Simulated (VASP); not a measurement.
# Cs2B3N (P6mm) in VASP: a series of runs

One crystal, Cs2B3N, is run at these levels: r2SCAN, PBE; tasks: band structure, single point.

Program: VASP 6.6.1. These are calculated values, not measurements. Logs are shortened: lines on timing, memory, paths and dates and some standing lists are left out, and cuts for length are marked.

**1. The structure**

The structure is hexagonal, space group P6mm (No. 183). The conventional cell has a = 5.129 Å, b = 5.129 Å, c = 5.911 Å, α = 90.00°, β = 90.00°, γ = 120.00°. Around Cs (site symmetry 3m) lie 3 Cs at 2.96 Å and 6 B at 3.27 to 3.34 Å. B (site symmetry 2mm) is surrounded by 4 B at 2.56 Å and 2 N at 2.65 Å. N (site symmetry 6mm) is surrounded by 6 B at 2.65 Å.

The cell was built by a generator and needn't be a form met in nature.

**2. Band structure, r2SCAN**

Input file INCAR:

```
SYSTEM = Cs2B3N
PREC = Accurate
ENCUT = 520
EDIFF = 1E-6
ISMEAR = -1
SIGMA = 0.05
LREAL = .False.
LASPH = .True.
NELM = 80
ALGO = Normal
ISIF = 2
LWAVE = .False.
LCHARG = .False.
METAGGA = R2SCAN
LMIXTAU = .True.
NBANDS = 25
```

Input file KPOINTS:

```
regular mesh
0
Gamma
  5 5 4
  0 0 0
```

Input file POSCAR:

```
Cs2B3N
1.0
    5.1285700000      0.0000000000      0.0000000000
   -2.5642800000      4.4414700000      0.0000000000
    0.0000000000      0.0000000000      5.9106900000
Cs B N
2 3 1
Direct
    0.6666700000      0.3333300000      0.5042500000
    0.3333300000      0.6666700000      0.5042500000
    0.0000000000      0.5000000000      0.0114300000
    0.5000000000      0.0000000000      0.0114300000
    0.5000000000      0.5000000000      0.0114300000
    0.0000000000      0.0000000000      0.1272100000
```

Input file KPOINTS_OPT:

```
path GMKGALHA,LM,KH
10
line-mode
reciprocal
 0.0000000000  0.0000000000  0.0000000000  G
 0.5000000000  0.0000000000  0.0000000000  M

 0.5000000000  0.0000000000  0.0000000000  M
 0.3333333333  0.3333333333  0.0000000000  K

 0.3333333333  0.3333333333  0.0000000000  K
 0.0000000000  0.0000000000  0.0000000000  G

 0.0000000000  0.0000000000  0.0000000000  G
 0.0000000000  0.0000000000  0.5000000000  A

 0.0000000000  0.0000000000  0.5000000000  A
 0.5000000000  0.0000000000  0.5000000000  L

 0.5000000000  0.0000000000  0.5000000000  L
 0.3333333333  0.3333333333  0.5000000000  H

 0.3333333333  0.3333333333  0.5000000000  H
 0.0000000000  0.0000000000  0.5000000000  A

 0.5000000000  0.0000000000  0.5000000000  L
 0.5000000000  0.0000000000  0.0000000000  M

 0.3333333333  0.3333333333  0.0000000000  K
 0.3333333333  0.3333333333  0.5000000000  H
```

Potentials or basis: VASP PAW PBE potentials, release 64 (Cs_sv, B, N).

Started as:

```sh
$ cat potpaw_PBE.64/Cs_sv/POTCAR potpaw_PBE.64/B/POTCAR potpaw_PBE.64/N/POTCAR > POTCAR
$ mpirun -np 1 vasp_std > vasp.out
```

OUTCAR:

```text
SYSTEM = Cs2B3N
   PREC = Accurate
   ENCUT = 520
   EDIFF = 1E-6
   ISMEAR = -1
   LREAL = .False.
   LASPH = .True.
   NELM = 80
   ISIF = 2
   METAGGA = R2SCAN

 ion  position               nearest neighbor table
   1  0.667  0.333  0.504-   2 2.96   2 2.96   2 2.96
   2  0.333  0.667  0.504-   1 2.96   1 2.96   1 2.96
   3  0.000  0.500  0.011-
   4  0.500  0.000  0.011-
   5  0.500  0.500  0.011-
   6  0.000  0.000  0.127-

  LATTYP: Found a hexagonal cell.
 ALAT       =     5.1285700000
 C/A-ratio  =     1.1525025494

  Lattice vectors:

 A1 = (   5.1285700000,   0.0000000000,   0.0000000000)
 A2 = (  -2.5642800000,   4.4414700000,   0.0000000000)
 A3 = (   0.0000000000,   0.0000000000,   5.9106900000)

Analysis of symmetry for initial positions (statically):
=====================================================================
 Subroutine PRICEL returns:
 Original cell was already a primitive cell.

 Routine SETGRP: Setting up the symmetry group for a
 hexagonal supercell.

 Subroutine GETGRP returns: Found  4 space group operations
 (whereof  4 operations were pure point group operations)
 out of a pool of 24 trial point group operations.

The static configuration has the point symmetry C_2v.

Analysis of symmetry for dynamics (positions and initial velocities):
=====================================================================
 Subroutine PRICEL returns:
 Original cell was already a primitive cell.

 Routine SETGRP: Setting up the symmetry group for a
 hexagonal supercell.

 Subroutine GETGRP returns: Found  4 space group operations
 (whereof  4 operations were pure point group operations)
 out of a pool of 24 trial point group operations.

The dynamic configuration has the point symmetry C_2v.

 Subroutine INISYM returns: Found  4 space group operations
 (whereof  4 operations are pure point group operations),
 and found     1 'primitive' translations

----------------------------------------------------------------------------------------

                                     Primitive cell

  volume of cell :     134.6360

  direct lattice vectors                    reciprocal lattice vectors
     5.128570000  0.000000000  0.000000000     0.194986127  0.112575122  0.000000000
    -2.564280000  4.441470000  0.000000000     0.000000000  0.225150682  0.000000000
     0.000000000  0.000000000  5.910690000     0.000000000  0.000000000  0.169184985

  length of vectors
[... 89 lines left out ...]
   NELM   =     80;   NELMIN=  2; NELMDL= -5     # of ELM steps
   EDIFF  = 0.1E-05   stopping-criterion for ELM
   LREAL  =      F    real-space projection
   EDIFFG = 0.1E-04   stopping-criterion for IOM
   NSW    =      0    number of steps for IOM
   IBRION =     -1    ionic relax: 0-MD 1-quasi-New 2-CG
   NFREE  =      0    steps in history (QN), initial steepest desc. (CG)
   ISIF   =      2    stress and relaxation
   ISYM   =      2    0-nonsym 1-usesym 2-fastsym
   POTIM  = 0.5000    time-step for ionic-motion
   TEBEG  =    0.0;   TEEND  =   0.0 temperature during run
   PSTRESS=    0.0 pullay stress
   NELECT =      32.0000    total number of electrons
   NUPDOWN=      -1.0000    fix difference up-down
   EMIN   =  10.00;   EMAX   =-10.00  energy-range for DOS
   EFERMI =   0.00;   METHOD = LEGACY
   ISMEAR =    -1;   SIGMA  =   0.05  broadening in eV -4-tet -1-fermi 0-gaus
   EFERMI_NEDOS =   21; number of points for ismear=-14 and -15
   IALGO  =     38    algorithm
   IMIX   =      4    mixing-type and parameters
     AMIX     =   0.40;   BMIX     =  1.00
     AMIX_MAG =   1.60;   BMIX_MAG =  1.00
  volume/ion in A,a.u.               =      22.44       151.43
  Fermi-wavevector in a.u.,A,eV,Ry     =   1.014077  1.916328 13.991591  1.028353
  Thomas-Fermi vector in A             =   2.147284
   LORBIT       =      0    0 simple, 1 ext, 2 COOP (PROOUT), +10 PAW based schemes
   METAGGA = R2SCAN    functional components
   LHFCALC =     F    Hartree Fock is set to
   AEXX    =    0.0000 exact exchange contribution
   IVDW    =     0    specifies the selected vdW correction
   LEPSILON=     F    determine dielectric tensor
   LRPA    =     F    only Hartree local field effects (RPA)
 non-spin polarized calculation
  energy-cutoff  :      520.00
  volume of cell :      134.64
 maximum number of plane-waves:      3650
 NGX is ok and might be reduce to    40
   NGX = 19   NGY = 19   NGZ = 21

 number of electron      32.0000002 magnetization

 Free energy of the ion-electron system (eV)
  ---------------------------------------------------
  ext. energy  EPLUGINS =         0.00000000
  ---------------------------------------------------
  free energy    TOTEN  =       -65.17848962 eV

  energy without entropy =      -65.14364138  energy(sigma->0) =      -65.16106550

 E-fermi :   2.8064     XC(G=0):  -9.5225

 val. band max:        2.6795506789   @ k =  -0.2000   0.4000   0.5000
 cond. band min:       2.8086580318   @ k =   0.4000   0.4000   0.5000
 fundamental gap:      0.1291073529
 Fermi energy:         2.8064440802

 k-point     1 :       0.0000    0.0000    0.0000
  band No.  band energies     occupation
      1     -22.3219      2.00000
      2     -20.1809      2.00000
      3     -10.4219      2.00000
      4      -9.9073      2.00000
      5      -9.9069      2.00000
      6      -8.4483      2.00000
[... 661 lines left out ...]
     24       6.9439      0.00000
     25       7.1527      0.00000

 [... further k-points ...]
[... 5 lines left out ...]
  --------------------------------------------------------------------------------------
  -------------------------------------------------------------------------------------
  Total        0.3221584      0.3235218      0.8265762      0.0011814      0.0000000      0.0000000
  in kB        3.8337059      3.8499311      9.8363116      0.0140586      0.0000000      0.0000000
  external PRESSURE =       5.8399828 kB  Pullay stress =       0.0000000 kB

 VOLUME and BASIS-vectors are now :
 -----------------------------------------------------------------------------
  energy-cutoff  :      520.00
  volume of cell :      134.64
      direct lattice vectors                 reciprocal lattice vectors
     5.128570000  0.000000000  0.000000000     0.194986127  0.112575122  0.000000000
    -2.564280000  4.441470000  0.000000000     0.000000000  0.225150682  0.000000000
     0.000000000  0.000000000  5.910690000     0.000000000  0.000000000  0.169184985

 POSITION                                       TOTAL-FORCE (eV/Angst)
 -----------------------------------------------------------------------------------
      2.56431      1.48048      2.98047        -0.000574      0.000331     -0.063299
     -0.00002      2.96099      2.98047         0.000574     -0.000331     -0.063299
     -1.28214      2.22073      0.06756         0.000000      0.000000      0.029056
      2.56428      0.00000      0.06756         0.000000      0.000000      0.029056
      1.28214      2.22073      0.06756         0.000000      0.000000      0.029091
      0.00000      0.00000      0.75190         0.000000      0.000000      0.039396
 -----------------------------------------------------------------------------------
    total drift:                                0.000000      0.000000      0.000903

  FREE ENERGIE OF THE ION-ELECTRON SYSTEM (eV)
  ---------------------------------------------------
  free  energy   TOTEN  =       -65.1784896241 eV

  energy  without entropy=      -65.1436413752  energy(sigma->0) =      -65.16106550
```

stdout:

```text
POSCAR found type information on POSCAR CsB N
 POSCAR found :  3 types and       6 ions
 scaLAPACK will be used
 -----------------------------------------------------------------------------
|                                                                             |
|                                                                             |
|     You enforced a specific xc type in the INCAR file but a different       |
|     I HOPE YOU KNOW WHAT YOU ARE DOING!                                     |
|                                                                             |
 -----------------------------------------------------------------------------

 LDA part: xc-table for (None), standard interpolation
 POSCAR, INCAR and KPOINTS ok, starting setup
 FFT: planning ... GRIDC
 FFT: planning ... GRID_SOFT
 FFT: planning ... GRID
 WAVECAR not read
 entering main loop
 Start KPOINTS_OPT (optional k-point list driver)
k-point batch [1-27\90]
k-point batch [28-54\90]
k-point batch [55-81\90]
k-point batch [82-90\90]
```

Wall time 17 min (1 thread of Intel Xeon Platinum 8259CL at 2.50GHz (Skylake/Cascade Lake), shared host); peak memory 0.38 GiB.

What came out:

| Quantity | Value |
| --- | --- |
| Free energy | -65.1785 eV |
| Pressure | 0.6 GPa |
| Largest force | 0.063 eV/Å |
| Band gap along the path | none (metal or under the smearing width) |

Forces in eV/Å, atoms in the order of the input:
```
Cs  -0.001  0.000 -0.063
Cs   0.001  0.000 -0.063
B    0.000  0.000  0.029
B    0.000  0.000  0.029
B    0.000  0.000  0.029
N    0.000  0.000  0.039
```

Stress tensor (GPa, compression positive):
```
0.38 0.00 0.00
0.00 0.38 0.00
0.00 0.00 0.98
```

Levels at the corners of the path, in eV from the Fermi level:
```csv
point,band 12,band 13,band 14,band 15,band 16,band 17,band 18,band 19,band 20,band 21
Γ,-3.15,-3.15,-2.80,-2.80,-1.17,0.12,0.39,0.39,2.25,2.38
M,-4.44,-1.85,-0.82,-0.74,-0.27,0.42,0.48,1.07,1.63,2.55
M,-4.44,-1.85,-0.82,-0.74,-0.27,0.42,0.48,1.07,1.63,2.55
K,-3.86,-1.35,-1.35,-1.30,-0.07,0.44,0.44,0.90,2.09,2.09
K,-3.86,-1.35,-1.35,-1.30,-0.07,0.44,0.44,0.90,2.09,2.09
Γ,-3.15,-3.15,-2.80,-2.80,-1.17,0.12,0.39,0.39,2.25,2.38
Γ,-3.15,-3.15,-2.80,-2.80,-1.17,0.12,0.39,0.39,2.25,2.38
A,-3.53,-2.91,-2.91,-2.74,-2.38,-0.58,2.08,2.08,2.39,2.39
A,-3.53,-2.91,-2.91,-2.74,-2.38,-0.58,2.08,2.08,2.39,2.39
L,-4.75,-1.86,-1.64,-0.51,-0.42,0.17,0.47,1.78,1.96,2.40
L,-4.75,-1.86,-1.64,-0.51,-0.42,0.17,0.47,1.78,1.96,2.40
H,-4.15,-1.53,-1.53,-1.37,-0.34,-0.34,1.03,1.80,1.80,1.97
H,-4.15,-1.53,-1.53,-1.37,-0.34,-0.34,1.03,1.80,1.80,1.97
A,-3.53,-2.91,-2.91,-2.74,-2.38,-0.58,2.08,2.08,2.39,2.39
L,-4.75,-1.86,-1.64,-0.51,-0.42,0.17,0.47,1.78,1.96,2.40
M,-4.44,-1.85,-0.82,-0.74,-0.27,0.42,0.48,1.07,1.63,2.55
K,-3.86,-1.35,-1.35,-1.30,-0.07,0.44,0.44,0.90,2.09,2.09
H,-4.15,-1.53,-1.53,-1.37,-0.34,-0.34,1.03,1.80,1.80,1.97
```

Caveat: the PAW data sets were made with another functional, which shifts forces and pressure a little; spin-orbit coupling is left out, which moves the levels of the heavy elements.

**3. Single point, PBE, 21.54 Å³/atom (strain = -0.04)**

Input file INCAR:

```
SYSTEM = Cs2B3N
PREC = Accurate
ENCUT = 520
EDIFF = 1E-6
ISMEAR = -1
SIGMA = 0.05
LREAL = .FALSE.
LASPH = .TRUE.
NELM = 100
ALGO = Normal
ISIF = 2
LWAVE = .FALSE.
LCHARG = .FALSE.
GGA = PE
```

Input file KPOINTS:

```
regular mesh
0
G
  5 5 4
  0 0 0
```

Edit POSCAR of step 2 so:

```diff
@@ -2,4 +2,4 @@
 1.0
-    5.1285700000      0.0000000000      0.0000000000
-   -2.5642800000      4.4414700000      0.0000000000
+    4.9234272000      0.0000000000      0.0000000000
+   -2.4617088000      4.4414700000      0.0000000000
     0.0000000000      0.0000000000      5.9106900000
```

Potentials or basis: VASP PAW PBE potentials, release 64 (Cs_sv, B, N).

Started as:

```sh
$ cat potpaw_PBE.64/Cs_sv/POTCAR potpaw_PBE.64/B/POTCAR potpaw_PBE.64/N/POTCAR > POTCAR
$ mpirun -np 1 vasp_std > vasp.out
```

Wall time 3.1 min (1 thread of Intel Xeon Platinum 8375C at 2.90GHz (Ice Lake), shared host); peak memory 0.31 GiB.

The run converged. Its results:

```yaml
Free_energy: -14.3946 eV
Pressure: 1.9 GPa
Largest_force: 1.005 eV/Å
Band_gap_on_the_k_mesh: none (metal or under the smearing width)
```

Caveat: forces of over 1 eV/Å show positions far from the minimum, so gaps and moduli don't describe the material at rest.

**4. Single point, PBE, 21.99 Å³/atom (strain = -0.02)**

INCAR is that of step 3.

KPOINTS is that of step 3.

Edit POSCAR of step 3 so:

```diff
@@ -2,4 +2,4 @@
 1.0
-    4.9234272000      0.0000000000      0.0000000000
-   -2.4617088000      4.4414700000      0.0000000000
+    5.0259986000      0.0000000000      0.0000000000
+   -2.5129944000      4.4414700000      0.0000000000
     0.0000000000      0.0000000000      5.9106900000
```

Started as:

```sh
$ cat potpaw_PBE.64/Cs_sv/POTCAR potpaw_PBE.64/B/POTCAR potpaw_PBE.64/N/POTCAR > POTCAR
$ mpirun -np 1 vasp_std > vasp.out
```

Wall time 2.8 min (1 thread of Intel Xeon Platinum 8375C at 2.90GHz (Ice Lake), shared host); peak memory 0.31 GiB.

Results (log left out):

* Free energy: -14.4283 eV
* Pressure: 1.0 GPa
* Largest force: 0.470 eV/Å
* Band gap on the k mesh: none (metal or under the smearing width)
